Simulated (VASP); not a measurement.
Method: PBEsol GGA, VASP's PBE PAW potentials (set 64) (plane waves; VASP).

VASP input:

### KPOINTS
```
Automatic mesh
0
Gamma
8 8 8
0 0 0
```

**INCAR**
```
SYSTEM = YSb
PREC = Accurate
ENCUT = 400
EDIFF = 1E-6
NELM = 100
ALGO = Normal
LREAL = .FALSE.
LASPH = .TRUE.
ISMEAR = 1
SIGMA = 0.1
GGA = PS
LMAXMIX = 4
LWAVE = .FALSE.
LCHARG = .FALSE.
IBRION = 2
ISIF = 3
NSW = 60
EDIFFG = -0.01
```

### POSCAR
```
YSb
1
    4.2770000000     0.0000000000     0.0000000000
    0.0000000000     4.2770000000     0.0000000000
    0.0000000000     0.0000000000     4.2770000000
Y Sb
1 1
Direct
  0.0000000000   0.0000000000   0.0000000000
  0.5000000000   0.5000000000   0.5000000000
```

POTCAR, in this order: Y_sv Sb (PBE.64 set). Program: vasp_std.

Output of the run:

**OUTCAR**
```
 ion  position               nearest neighbor table
   1  0.000  0.000  0.000-   2 3.70   2 3.70   2 3.70   2 3.70   2 3.70   2 3.70   2 3.70   2 3.70
  LATTYP: Found a simple cubic cell.
 ALAT       =     4.2770000000
 Subroutine PRICEL returns:
 Original cell was already a primitive cell.
 Subroutine GETGRP returns: Found 48 space group operations
The static configuration has the point symmetry O_h .
The dynamic configuration has the point symmetry O_h .
 Subroutine INISYM returns: Found 48 space group operations
 Subroutine IBZKPT returns following result:
 Found     35 irreducible k-points:

 Following reciprocal coordinates:
            Coordinates               Weight
  0.000000  0.000000  0.000000      1.000000
  0.125000  0.000000  0.000000      6.000000
  0.250000  0.000000  0.000000      6.000000
  0.375000  0.000000  0.000000      6.000000
  0.500000  0.000000  0.000000      3.000000
  0.125000  0.125000  0.000000     12.000000
  0.250000  0.125000  0.000000     24.000000
  0.375000  0.125000  0.000000     24.000000
  0.500000  0.125000  0.000000     12.000000
  0.250000  0.250000  0.000000     12.000000
  0.375000  0.250000  0.000000     24.000000
  0.500000  0.250000  0.000000     12.000000
  0.375000  0.375000  0.000000     12.000000
  0.500000  0.375000  0.000000     12.000000
  0.500000  0.500000  0.000000      3.000000
  0.125000  0.125000  0.125000      8.000000
  0.250000  0.125000  0.125000     24.000000
  0.375000  0.125000  0.125000     24.000000
  0.500000  0.125000  0.125000     12.000000
  0.250000  0.250000  0.125000     24.000000
  0.375000  0.250000  0.125000     48.000000
  0.500000  0.250000  0.125000     24.000000
  0.375000  0.375000  0.125000     24.000000
  0.500000  0.375000  0.125000     24.000000
  0.500000  0.500000  0.125000      6.000000
...
```

### OSZICAR
```
...
DAV:   6    -0.130441786428E+02   -0.45115E-01   -0.24998E-02  1464   0.839E-01    0.633E-01
DAV:   7    -0.130686937042E+02   -0.24515E-01   -0.31992E-02  1540   0.789E-01    0.292E-01
DAV:   8    -0.130716765364E+02   -0.29828E-02   -0.42492E-03  1428   0.441E-01    0.535E-02
DAV:   9    -0.130716876182E+02   -0.11082E-04   -0.28762E-04  1028   0.101E-01    0.478E-02
DAV:  10    -0.130716975491E+02   -0.99309E-05   -0.18090E-05   964   0.483E-02    0.150E-02
DAV:  11    -0.130716971511E+02    0.39795E-06   -0.15029E-06   860   0.793E-03
   2 F= -.13071697E+02 E0= -.13071809E+02  d E =-.130228E+01
       N       E                     dE             d eps       ncg     rms          rms(c)
DAV:   1    -0.134020564606E+02   -0.33036E+00   -0.62688E+00  1036   0.189E+01    0.401E+00
DAV:   2    -0.131745839793E+02    0.22747E+00   -0.70409E-01  1036   0.726E+00    0.224E+00
DAV:   3    -0.130999656299E+02    0.74618E-01   -0.48152E-01  1300   0.395E+00    0.183E+00
DAV:   4    -0.131109761139E+02   -0.11010E-01   -0.30925E-02   992   0.149E+00    0.711E-01
DAV:   5    -0.131146370829E+02   -0.36610E-02   -0.23737E-02  1532   0.771E-01    0.214E-01
DAV:   6    -0.131154160217E+02   -0.77894E-03   -0.86737E-04  1196   0.213E-01    0.956E-02
DAV:   7    -0.131155959361E+02   -0.17991E-03   -0.37360E-04  1372   0.940E-02    0.388E-02
DAV:   8    -0.131156121968E+02   -0.16261E-04   -0.25444E-05  1104   0.435E-02    0.846E-03
DAV:   9    -0.131156122237E+02   -0.26838E-07   -0.22008E-06   948   0.787E-03
   3 F= -.13115612E+02 E0= -.13115571E+02  d E =-.134619E+01
       N       E                     dE             d eps       ncg     rms          rms(c)
DAV:   1    -0.131215989624E+02   -0.59868E-02   -0.13451E-01  1120   0.268E+00    0.598E-01
DAV:   2    -0.131159694060E+02    0.56296E-02   -0.11348E-02  1068   0.951E-01    0.301E-01
DAV:   3    -0.131147461915E+02    0.12232E-02   -0.10100E-02  1228   0.548E-01    0.245E-01
DAV:   4    -0.131150020482E+02   -0.25586E-03   -0.56911E-04  1020   0.205E-01    0.784E-02
DAV:   5    -0.131150730049E+02   -0.70957E-04   -0.50031E-04  1372   0.108E-01    0.355E-02
DAV:   6    -0.131150857327E+02   -0.12728E-04   -0.16062E-05  1112   0.299E-02    0.143E-02
DAV:   7    -0.131150885128E+02   -0.27800E-05   -0.59211E-06  1280   0.129E-02    0.648E-03
DAV:   8    -0.131150883668E+02    0.14597E-06   -0.79983E-07   652   0.888E-03
   4 F= -.13115088E+02 E0= -.13114979E+02  d E =-.134567E+01
       N       E                     dE             d eps       ncg     rms          rms(c)
DAV:   1    -0.131151398476E+02   -0.51335E-04   -0.15727E-04  1140   0.903E-02    0.210E-02
DAV:   2    -0.131151325634E+02    0.72841E-05   -0.12171E-05  1056   0.308E-02    0.107E-02
DAV:   3    -0.131151309644E+02    0.15991E-05   -0.12108E-05  1236   0.188E-02    0.847E-03
DAV:   4    -0.131151315427E+02   -0.57829E-06   -0.58294E-07   552   0.691E-03
   5 F= -.13115132E+02 E0= -.13115024E+02  d E =-.431759E-04
       N       E                     dE             d eps       ncg     rms          rms(c)
DAV:   1    -0.131153148701E+02   -0.18391E-03   -0.13115E-03  1060   0.268E-01    0.587E-02
DAV:   2    -0.131152590450E+02    0.55825E-04   -0.11303E-04  1024   0.960E-02    0.298E-02
DAV:   3    -0.131152463951E+02    0.12650E-04   -0.10162E-04  1240   0.556E-02    0.248E-02
DAV:   4    -0.131152497295E+02   -0.33344E-05   -0.58810E-06  1004   0.206E-02    0.799E-03
DAV:   5    -0.131152510764E+02   -0.13469E-05   -0.48848E-06  1180   0.110E-02    0.380E-03
DAV:   6    -0.131152515007E+02   -0.42438E-06   -0.21673E-07   544   0.350E-03
   6 F= -.13115252E+02 E0= -.13115152E+02  d E =-.163134E-03
       N       E                     dE             d eps       ncg     rms          rms(c)
DAV:   1    -0.131152535290E+02   -0.24527E-05   -0.36394E-07   432   0.546E-03    0.716E-04
DAV:   2    -0.131152535440E+02   -0.15017E-07   -0.41150E-08   432   0.182E-03
   7 F= -.13115254E+02 E0= -.13115154E+02  d E =-.204329E-05
       N       E                     dE             d eps       ncg     rms          rms(c)
DAV:   1    -0.131152592490E+02   -0.57200E-05   -0.27437E-06   844   0.129E-02    0.248E-03
DAV:   2    -0.131152591268E+02    0.12221E-06   -0.26477E-07   432   0.511E-03
   8 F= -.13115259E+02 E0= -.13115160E+02  d E =-.762608E-05
       N       E                     dE             d eps       ncg     rms          rms(c)
DAV:   1    -0.131152706552E+02   -0.11406E-04   -0.10404E-05  1024   0.244E-02    0.533E-03
DAV:   2    -0.131152700988E+02    0.55642E-06   -0.89718E-07   488   0.836E-03
   9 F= -.13115270E+02 E0= -.13115171E+02  d E =-.185980E-04
       N       E                     dE             d eps       ncg     rms          rms(c)
DAV:   1    -0.131152934749E+02   -0.22820E-04   -0.38701E-05   880   0.488E-02    0.975E-03
DAV:   2    -0.131152918096E+02    0.16653E-05   -0.40343E-06   924   0.175E-02    0.603E-03
DAV:   3    -0.131152913288E+02    0.48076E-06   -0.32561E-06   924   0.109E-02
  10 F= -.13115291E+02 E0= -.13115194E+02  d E =-.398281E-04
       N       E                     dE             d eps       ncg     rms          rms(c)
DAV:   1    -0.131153422426E+02   -0.50433E-04   -0.21432E-04  1004   0.111E-01    0.220E-02
DAV:   2    -0.131153340739E+02    0.81687E-05   -0.21272E-05   984   0.425E-02    0.125E-02
DAV:   3    -0.131153317627E+02    0.23112E-05   -0.16768E-05  1256   0.233E-02    0.107E-02
DAV:   4    -0.131153324274E+02   -0.66473E-06   -0.11365E-06   696   0.976E-03
  11 F= -.13115332E+02 E0= -.13115238E+02  d E =-.809267E-04
       N       E                     dE             d eps       ncg     rms          rms(c)
DAV:   1    -0.131154479774E+02   -0.11621E-03   -0.83388E-04  1052   0.214E-01    0.468E-02
DAV:   2    -0.131154118265E+02    0.36151E-04   -0.72466E-05  1024   0.772E-02    0.239E-02
DAV:   3    -0.131154039149E+02    0.79116E-05   -0.66295E-05  1228   0.447E-02    0.200E-02
DAV:   4    -0.131154062494E+02   -0.23345E-05   -0.38731E-06   992   0.168E-02    0.656E-03
DAV:   5    -0.131154072725E+02   -0.10231E-05   -0.31176E-06  1040   0.895E-03    0.287E-03
DAV:   6    -0.131154075950E+02   -0.32245E-06   -0.24296E-07   468   0.324E-03
  12 F= -.13115408E+02 E0= -.13115319E+02  d E =-.156094E-03
       N       E                     dE             d eps       ncg     rms          rms(c)
DAV:   1    -0.131156930699E+02   -0.28580E-03   -0.35064E-03  1096   0.435E-01    0.960E-02
DAV:   2    -0.131155460440E+02    0.14703E-03   -0.28962E-04  1044   0.153E-01    0.481E-02
DAV:   3    -0.131155136237E+02    0.32420E-04   -0.26685E-04  1236   0.893E-02    0.395E-02
DAV:   4    -0.131155215326E+02   -0.79089E-05   -0.14525E-05  1008   0.328E-02    0.127E-02
DAV:   5    -0.131155244766E+02   -0.29440E-05   -0.12633E-05  1364   0.174E-02    0.596E-03
DAV:   6    -0.131155252614E+02   -0.78481E-06   -0.40455E-07   652   0.501E-03
  13 F= -.13115525E+02 E0= -.13115448E+02  d E =-.273761E-03
       N       E                     dE             d eps       ncg     rms          rms(c)
DAV:   1    -0.131163127545E+02   -0.78828E-03   -0.14123E-02  1100   0.872E-01    0.193E-01
DAV:   2    -0.131157198222E+02    0.59293E-03   -0.11488E-03  1044   0.305E-01    0.966E-02
DAV:   3    -0.131155917628E+02    0.12806E-03   -0.10702E-03  1220   0.179E-01    0.791E-02
DAV:   4    -0.131156213102E+02   -0.29547E-04   -0.57649E-05  1016   0.655E-02    0.254E-02
DAV:   5    -0.131156313676E+02   -0.10057E-04   -0.50931E-05  1380   0.347E-02    0.118E-02
DAV:   6    -0.131156337245E+02   -0.23569E-05   -0.16924E-06  1008   0.974E-03    0.467E-03
DAV:   7    -0.131156345616E+02   -0.83716E-06   -0.44178E-07   512   0.478E-03
  14 F= -.13115635E+02 E0= -.13115579E+02  d E =-.383061E-03
```

OUTCAR:
```
------------------------ aborting loop because EDIFF is reached ----------------------------------------
  FORCE on cell =-STRESS in cart. coord.  units (eV):
  Direction    XX          YY          ZZ          XY          YZ          ZX
  --------------------------------------------------------------------------------------
  Total       -0.0077320     -0.0077320     -0.0077320     -0.0000000     -0.0000000     -0.0000000
  in kB       -0.2352570     -0.2352570     -0.2352570     -0.0000000     -0.0000000     -0.0000000
  external PRESSURE =      -0.2352570 kB  Pullay stress =       0.0000000 kB
  volume of cell :       52.66
      direct lattice vectors                 reciprocal lattice vectors
     3.748179252  0.000000000 -0.000000000     0.266796205 -0.000000000 -0.000000000
     0.000000000  3.748179252 -0.000000000    -0.000000000  0.266796205 -0.000000000
     0.000000000  0.000000000  3.748179252     0.000000000  0.000000000  0.266796205
 POSITION                                       TOTAL-FORCE (eV/Angst)
 -----------------------------------------------------------------------------------
      0.00000      0.00000     -0.00000         0.000000      0.000000      0.000000
      1.87409      1.87409      1.87409        -0.000000     -0.000000      0.000000
 -----------------------------------------------------------------------------------
    total drift:                               -0.000000      0.000000     -0.000000
  FREE ENERGIE OF THE ION-ELECTRON SYSTEM (eV)
  ---------------------------------------------------
  free  energy   TOTEN  =       -13.1156345616 eV

  energy  without entropy=      -13.1154687106  energy(sigma->0) =      -13.11557928

 reached required accuracy - stopping structural energy minimisation
```
(Selected blocks of OUTCAR.)

File CONTCAR:
```
YSb
   1.00000000000000
     3.7481792518150350    0.0000000000000000   -0.0000000000000000
     0.0000000000000000    3.7481792518150354   -0.0000000000000000
     0.0000000000000000    0.0000000000000000    3.7481792518150350
  Y               Sb
     1     1
Direct
     0.0000000000000000    0.0000000000000000    0.0000000000000000
     0.5000000000000000    0.5000000000000000    0.5000000000000000
```

OUTCAR:
```
 val. band max:        6.4173146527   @ k =   0.3750   0.2500   0.0000

 cond. band min:       6.4658656768   @ k =   0.5000   0.3750   0.1250


 Fermi energy:         6.4571408041

 k-point     1 :       0.0000    0.0000    0.0000
  band No.  band energies     occupation
      1     -36.4426      2.00000
      2     -16.3821      2.00000
      3     -16.3821      2.00000
      4     -16.3821      2.00000
      5      -4.3080      2.00000
      6       5.7239      2.00000
      7       5.7239      2.00000
      8       6.8932     -0.00000
      9       6.8932     -0.00000
     10       6.8932     -0.00000
     11       9.6895      0.00000
     12       9.6895      0.00000

 k-point     2 :       0.1250    0.0000    0.0000
  band No.  band energies     occupation
      1     -36.4407      2.00000
      2     -16.4176      2.00000
      3     -16.3784      2.00000
      4     -16.3784      2.00000
      5      -4.1428      2.00000
      6       4.8129      2.00000
      7       5.8136      2.00000
      8       6.6683     -0.01098
      9       6.6683     -0.01098
     10       7.1596     -0.00000
     11       9.7168      0.00000
     12      10.0077      0.00000

 k-point     3 :       0.2500    0.0000    0.0000
  band No.  band energies     occupation
      1     -36.4359      2.00000
      2     -16.5021      2.00000
      3     -16.3697      2.00000
      4     -16.3697      2.00000
      5      -3.6867      2.00000
      6       3.1683      2.00000
      7       6.0540      2.00000
      8       6.2296      2.00594
      9       6.2296      2.00594
     10       8.0810     -0.00000
     11       9.7847      0.00000
     12      10.7853      0.00000

 k-point     4 :       0.3750    0.0000    0.0000
  band No.  band energies     occupation
      1     -36.4312      2.00000
      2     -16.5847      2.00000
      3     -16.3610      2.00000
      4     -16.3610      2.00000
      5      -3.0914      2.00000
      6       1.7514      2.00000
...
```

Energy and stress use the plane-wave basis of the starting cell. Unless said otherwise, spin-orbit coupling is left out, though it shifts the bands of the heavy elements here.

The structure was generated: YSb was put into the CsCl type type (Pm-3m), which need not be its known phase. This run relaxes it. Symmetry was kept, so distortions that lower it aren't found.
